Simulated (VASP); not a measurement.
Energy against volume of PbF₂ (fluorite). Method: MS2 meta-GGA, VASP's PBE PAW potentials (set 64) (plane waves; VASP). Numerical set-up: 520 eV cut-off, 7×7×7 Γ-centred mesh, Gaussian smearing of 0.050 eV, potentials Pb_d F.

```json
[
 {"V (Å³/atom)": "16.675", "E (eV/atom)": "0.21933"},
 {"V (Å³/atom)": "17.191", "E (eV/atom)": "0.21431"},
 {"V (Å³/atom)": "17.706", "E (eV/atom)": "0.21684"},
 {"V (Å³/atom)": "18.222", "E (eV/atom)": "0.22570"}
]
```

Question: Fit these four points and predict the energy of the run at 16.159 Å³/atom.

Answer: A cubic in V^(−2/3), the third-order Birch-Murnaghan form, passes through the four points with V0 = 17.26 Å³/atom and B0 = 76 GPa, and gives 0.2334 eV/atom there. The run gave 0.2333 eV/atom, -0.0 meV/atom from the fit; all five points give B0 = 76 GPa.

The compound is PbF2 in the fluorite structure, the β form. It was relaxed first.
